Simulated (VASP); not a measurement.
# Zn4Te3O (I-42m) in VASP: single point with PBEsol

Aim: the single point of Zn4Te3O with PBEsol.

All numbers are computed with VASP 6.6.1; they aren't measurements. Logs are shortened: lines on timing, memory, paths and dates and some standing lists are left out, and cuts for length are marked.

### Step 1. Starting point

It takes space group I-42m (No. 121, tetragonal). Conventional cell: a = 5.831 Å, b = 5.831 Å, c = 11.319 Å, α = 90.00°, β = 90.00°, γ = 90.00°. Zn (site symmetry m) has 1 O at 2.06 Å as nearest neighbours. Te (site symmetry -42m) is surrounded by 4 Zn at 2.74 Å. Around Te (site symmetry -4) lie 4 Zn at 2.65 Å. O (site symmetry -42m) has 4 Zn at 2.06 Å as nearest neighbours.

The cell was built by a generator and needn't be a form met in nature.

### Step 2. Single point, PBEsol

INCAR

```
PREC     = Accurate       # precision mode
ENCUT    = 520            # plane-wave cutoff, eV
EDIFF    = 1E-7           # SCF threshold, eV
ISMEAR   = 0              # smearing method
SIGMA    = 0.1            # smearing width, eV
LREAL    = F              # projectors in reciprocal space
LASPH    = T              # aspherical terms in the spheres
NELM     = 100            # most SCF steps
ALGO     = Normal         # electronic algorithm
ISIF     = 2              # what is computed and relaxed
LWAVE    = F              # write WAVECAR
LCHARG   = F              # write CHGCAR
GGA      = PS             # functional
NBANDS   = 46             # bands
KPAR     = 4
```

KPOINTS

```
regular mesh
0
Gamma
  8 8 8
```

POSCAR

```
Zn4Te3O
1.0
   -2.9156000000      2.9156000000      5.6592900000
    2.9156000000     -2.9156000000      5.6592900000
    2.9156000000      2.9156000000     -5.6592900000
Zn Te O
4 3 1
Direct
    0.6913370000      0.6913370000      0.5970880000
    0.0942490000      0.0942490000      0.4029120000
    0.3086630000      0.9057510000      0.0000000000
    0.9057510000      0.3086630000      0.0000000000
    0.5000000000      0.5000000000      0.0000000000
    0.2500000000      0.7500000000      0.5000000000
    0.7500000000      0.2500000000      0.5000000000
    0.0000000000      0.0000000000      0.0000000000
```

Potentials or basis: VASP PAW PBE potentials, release 64 (Zn, Te, O).

Command:

```bash
cat potpaw_PBE.64/Zn/POTCAR potpaw_PBE.64/Te/POTCAR potpaw_PBE.64/O/POTCAR > POTCAR
mpirun -np 4 vasp_std > vasp.out
```

OUTCAR:

```text
PREC = Accurate
   ENCUT = 520
   EDIFF = 1E-7
   ISMEAR = 0
   LREAL = F
   LASPH = T
   NELM = 100
   ISIF = 2
   GGA = PS

 ion  position               nearest neighbor table
   1  0.691  0.691  0.597-   8 2.06   7 2.65   6 2.65   5 2.74
   2  0.094  0.094  0.403-   8 2.06   7 2.65   6 2.65   5 2.74
   3  0.309  0.906  0.000-   8 2.06   7 2.65   6 2.65   5 2.74
   4  0.906  0.309  0.000-   8 2.06   6 2.65   7 2.65   5 2.74
   5  0.500  0.500  0.000-   1 2.74   3 2.74   4 2.74   2 2.74
   6  0.250  0.750  0.500-   4 2.65   2 2.65   3 2.65   1 2.65
   7  0.750  0.250  0.500-   3 2.65   2 2.65   4 2.65   1 2.65
   8  0.000  0.000  0.000-   2 2.06   1 2.06   3 2.06   4 2.06

  LATTYP: Found a body centered tetragonal cell.
 ALAT       =     5.8312000000
 C/A-ratio  =     1.9410378653

  Lattice vectors:

 A1 = (  -2.9156000000,   2.9156000000,   5.6592900000)
 A2 = (   2.9156000000,  -2.9156000000,   5.6592900000)
 A3 = (   2.9156000000,   2.9156000000,  -5.6592900000)

Analysis of symmetry for initial positions (statically):
=====================================================================
 Subroutine PRICEL returns:
 Original cell was already a primitive cell.

 Routine SETGRP: Setting up the symmetry group for a
 body centered tetragonal supercell.

 Subroutine GETGRP returns: Found  8 space group operations
 (whereof  8 operations were pure point group operations)
 out of a pool of 16 trial point group operations.

The static configuration has the point symmetry D_2d.

Analysis of symmetry for dynamics (positions and initial velocities):
=====================================================================
 Subroutine PRICEL returns:
 Original cell was already a primitive cell.

 Routine SETGRP: Setting up the symmetry group for a
 body centered tetragonal supercell.

 Subroutine GETGRP returns: Found  8 space group operations
 (whereof  8 operations were pure point group operations)
 out of a pool of 16 trial point group operations.

The dynamic configuration has the point symmetry D_2d.

 Subroutine INISYM returns: Found  8 space group operations
 (whereof  8 operations are pure point group operations),
 and found     1 'primitive' translations

----------------------------------------------------------------------------------------

                                     Primitive cell

  volume of cell :     192.4322

  direct lattice vectors                    reciprocal lattice vectors
    -2.915600000  2.915600000  5.659290000     0.000000000  0.171491288  0.088350305
     2.915600000 -2.915600000  5.659290000     0.171491288  0.000000000  0.088350305
     2.915600000  2.915600000 -5.659290000     0.171491288  0.171491288  0.000000000

  length of vectors
     7.002071838  7.002071838  7.002071838     0.192911997  0.192911997  0.242525306

  position of ions in fractional coordinates (direct lattice)
     0.691337000  0.691337000  0.597088000
     0.094249000  0.094249000  0.402912000
     0.308663000  0.905751000  0.000000000
     0.905751000  0.308663000  0.000000000
     0.500000000  0.500000000  0.000000000
     0.250000000  0.750000000  0.500000000
     0.750000000  0.250000000  0.500000000
     0.000000000  0.000000000  0.000000000

  ion indices of the primitive-cell ions
   primitive index   ion index
                 1           1
                 2           2
                 3           3
                 4           4
                 5           5
                 6           6
                 7           7
                 8           8

----------------------------------------------------------------------------------------

 KPOINTS: regular mesh

Automatic generation of k-mesh.
 Grid dimensions read from file:
 generate k-points for:    8    8    8

 Generating k-lattice:

  Cartesian coordinates                     Fractional coordinates (reciprocal lattice)
     0.000000000  0.021436411  0.011043788     0.125000000  0.000000000  0.000000000
     0.021436411  0.000000000  0.011043788     0.000000000  0.125000000  0.000000000
     0.021436411  0.021436411  0.000000000     0.000000000  0.000000000  0.125000000

  Length of vectors
     0.024114000  0.024114000  0.030315663

  Shift w.r.t. Gamma in fractional coordinates (k-lattice)
     0.000000000  0.000000000  0.000000000

 Subroutine IBZKPT returns following result:
 ===========================================

 Found     59 irreducible k-points:

 Following reciprocal coordinates:
            Coordinates               Weight
  0.000000  0.000000  0.000000      1.000000
  0.125000  0.000000  0.000000      8.000000
  0.250000  0.000000  0.000000      8.000000
  0.375000  0.000000 -0.000000      8.000000
  0.500000  0.000000  0.000000      4.000000
  0.125000  0.125000  0.000000      8.000000
[... 16 lines left out ...]
  0.250000  0.125000  0.125000     16.000000
  0.375000  0.125000  0.125000      8.000000
 [... further k-points ...]
   k-points           NKPTS =     59   k-points in BZ     NKDIM =     59   number of bands    NBANDS=     46
   number of dos      NEDOS =    301   number of ions     NIONS =      8
   total plane-waves  NPLWV = 157464
   dimension x,y,z NGX =    54 NGY =   54 NGZ =   54
   dimension x,y,z NGXF=   108 NGYF=  108 NGZF=  108
   ions per type =               4   3   1
   NGX,Y,Z   is equivalent  to a cutoff of  12.82, 12.82, 12.82 a.u.
   NGXF,Y,Z  is equivalent  to a cutoff of  25.64, 25.64, 25.64 a.u.
 SYSTEM =  unknown system
   PREC   = accura    normal or accurate (medium, high low for compatibility)
   ISTART =      0    job   : 0-new  1-cont  2-samecut
   ICHARG =      2    charge: 1-file 2-atom 10-const
   ISPIN  =      1    spin polarized calculation?
   LNONCOLLINEAR =      F non collinear calculations
   LSORBIT =      F    spin-orbit coupling
   LASPH  =      T    aspherical Exc in radial PAW
   ENCUT  =  520.0 eV  38.22 Ry    6.18 a.u.  13.02 13.02 13.02*2*pi/ulx,y,z
   NELM   =    100;   NELMIN=  2; NELMDL= -5     # of ELM steps
   EDIFF  = 0.1E-06   stopping-criterion for ELM
   LREAL  =      F    real-space projection
   EDIFFG = 0.1E-05   stopping-criterion for IOM
   NSW    =      0    number of steps for IOM
   IBRION =     -1    ionic relax: 0-MD 1-quasi-New 2-CG
   NFREE  =      0    steps in history (QN), initial steepest desc. (CG)
   ISIF   =      2    stress and relaxation
   ISYM   =      2    0-nonsym 1-usesym 2-fastsym
   POTIM  = 0.5000    time-step for ionic-motion
   TEBEG  =    0.0;   TEEND  =   0.0 temperature during run
   PSTRESS=    0.0 pullay stress
   NELECT =      72.0000    total number of electrons
   NUPDOWN=      -1.0000    fix difference up-down
   EMIN   =  10.00;   EMAX   =-10.00  energy-range for DOS
   EFERMI =   0.00;   METHOD = LEGACY
   ISMEAR =     0;   SIGMA  =   0.10  broadening in eV -4-tet -1-fermi 0-gaus
   EFERMI_NEDOS =   21; number of points for ismear=-14 and -15
   IALGO  =     38    algorithm
   IMIX   =      4    mixing-type and parameters
     AMIX     =   0.40;   BMIX     =  1.00
     AMIX_MAG =   1.60;   BMIX_MAG =  1.00
  volume/ion in A,a.u.               =      24.05       162.32
  Fermi-wavevector in a.u.,A,eV,Ry     =   1.179668  2.229249 18.934086  1.391616
  Thomas-Fermi vector in A             =   2.315974
   LORBIT       =      0    0 simple, 1 ext, 2 COOP (PROOUT), +10 PAW based schemes
   GGA     = PS    functional components
   LHFCALC =     F    Hartree Fock is set to
   AEXX    =    0.0000 exact exchange contribution
   IVDW    =     0    specifies the selected vdW correction
   LEPSILON=     F    determine dielectric tensor
   LRPA    =     F    only Hartree local field effects (RPA)
 non-spin polarized calculation
 Gauss-broadening in eV      SIGMA  =   0.10
  energy-cutoff  :      520.00
  volume of cell :      192.43
 maximum number of plane-waves:      5202
 NGX is ok and might be reduce to    54
   NGX = 25   NGY = 25   NGZ = 25

 number of electron      72.0000009 magnetization

 Free energy of the ion-electron system (eV)
  ---------------------------------------------------
  ext. energy  EPLUGINS =         0.00000000
  ---------------------------------------------------
  free energy    TOTEN  =       -26.47797267 eV

  energy without entropy =      -26.47779354  energy(sigma->0) =      -26.47788311

 E-fermi :   2.9851     XC(G=0):  -9.5189

 val. band max:        2.8260119807   @ k =   0.0000   0.0000   0.0000
 cond. band min:       3.0609280085   @ k =   0.0000   0.0000   0.0000
 fundamental gap:      0.2349160278
 Fermi energy:         2.9850971163

 k-point     1 :       0.0000    0.0000    0.0000
  band No.  band energies     occupation
      1     -15.3126      2.00000
      2      -8.5566      2.00000
      3      -7.4082      2.00000
      4      -7.1617      2.00000
      5      -4.0649      2.00000
      6      -4.0319      2.00000
[... 38 lines left out ...]
     45       8.7216      0.00000
     46       8.9277      0.00000

 k-point     2 :       0.1250    0.0000    0.0000
  band No.  band energies     occupation
      1     -15.3122      2.00000
      2      -8.5148      2.00000
      3      -7.4433      2.00000
      4      -7.1886      2.00000
      5      -4.0588      2.00000
      6      -4.0335      2.00000
[... 38 lines left out ...]
     45       8.8588      0.00000
     46       9.0650      0.00000

 k-point     3 :       0.2500    0.0000    0.0000
  band No.  band energies     occupation
      1     -15.3112      2.00000
      2      -8.3940      2.00000
      3      -7.5475      2.00000
      4      -7.2554      2.00000
      5      -4.0440      2.00000
      6      -4.0372      2.00000
[... 1018 lines left out ...]
     45       9.0484      0.00000
     46       9.3773      0.00000

 k-point    24 :       0.3750    0.1250    0.1250
  band No.  band energies     occupation
      1     -15.3090      2.00000
      2      -7.9721      2.00000
      3      -7.8497      2.00000
      4      -7.4249      2.00000
      5      -4.0170      2.00000
      6      -4.0095      2.00000
[... 38 lines left out ...]
     45       8.6244      0.00000
     46       8.8527      0.00000

 [... further k-points ...]

------------------------ aborting loop because EDIFF is reached ----------------------------------------

  FORCE on cell =-STRESS in cart. coord.  units (eV):
  Direction    XX          YY          ZZ          XY          YZ          ZX
  --------------------------------------------------------------------------------------
  -------------------------------------------------------------------------------------
  Total       -3.6440979     -3.6440979     -3.6701334      0.0000000      0.0000000      0.0000000
  in kB      -30.3405045    -30.3405045    -30.5572740      0.0000000      0.0000000      0.0000000
  external PRESSURE =     -30.4127610 kB  Pullay stress =       0.0000000 kB

 VOLUME and BASIS-vectors are now :
 -----------------------------------------------------------------------------
  energy-cutoff  :      520.00
  volume of cell :      192.43
      direct lattice vectors                 reciprocal lattice vectors
    -2.915600000  2.915600000  5.659290000     0.000000000  0.171491288  0.088350305
     2.915600000 -2.915600000  5.659290000     0.171491288  0.000000000  0.088350305
     2.915600000  2.915600000 -5.659290000     0.171491288  0.171491288  0.000000000

 POSITION                                       TOTAL-FORCE (eV/Angst)
 -----------------------------------------------------------------------------------
      1.74087      1.74087      4.44586         0.046026      0.046026      0.030098
      1.17473      1.17473     -1.21343        -0.046026     -0.046026      0.030098
      1.74087     -1.74087      6.87272         0.046026     -0.046026     -0.030098
     -1.74087      1.74087      6.87272        -0.046026      0.046026     -0.030098
      0.00000      0.00000      5.65929         0.000000     -0.000000      0.000000
      2.91560     -0.00000      2.82965         0.000000     -0.000000      0.000000
     -0.00000      2.91560      2.82965         0.000000     -0.000000      0.000000
      0.00000      0.00000      0.00000         0.000000     -0.000000      0.000000
 -----------------------------------------------------------------------------------
    total drift:                                0.000008      0.000008      0.000001

  FREE ENERGIE OF THE ION-ELECTRON SYSTEM (eV)
  ---------------------------------------------------
  free  energy   TOTEN  =       -26.4779726697 eV

  energy  without entropy=      -26.4777935428  energy(sigma->0) =      -26.47788311
```

Wall time 2.6 min (4 MPI ranks of Intel Xeon Platinum 8559C (Emerald Rapids), shared host); peak memory 0.68 GiB.

What came out:

* Free energy: -26.4780 eV
* Pressure: -3.0 GPa
* Largest force: 0.072 eV/Å
* Band gap on the k mesh: 0.23 eV, direct

Forces in eV/Å, atoms in the order of the input:
```
Zn   0.046  0.046  0.030
Zn  -0.046 -0.046  0.030
Zn   0.046 -0.046 -0.030
Zn  -0.046  0.046 -0.030
Te   0.000  0.000  0.000
Te   0.000  0.000  0.000
Te   0.000  0.000  0.000
O    0.000  0.000  0.000
```

Levels at points of the mesh, in eV from the valence-band top:
```
           k point  band 34  band 35  band 36  band 37  band 38  band 39
(0.00, 0.00, 0.00)    -0.10    -0.10     0.00     0.23     2.71     2.72
(0.50, 0.00, 0.00)    -1.20    -1.14    -0.16     2.76     2.96     3.04
(0.50, 0.50, 0.00)    -0.27    -0.13    -0.12     0.88     2.99     3.45
(0.50, 0.50, 0.50)    -1.08    -0.61    -0.61     2.15     2.54     2.98
```

Caveat: the PAW data sets were made with another functional, which shifts forces and pressure a little; spin-orbit coupling is left out, which moves the levels of the heavy elements.
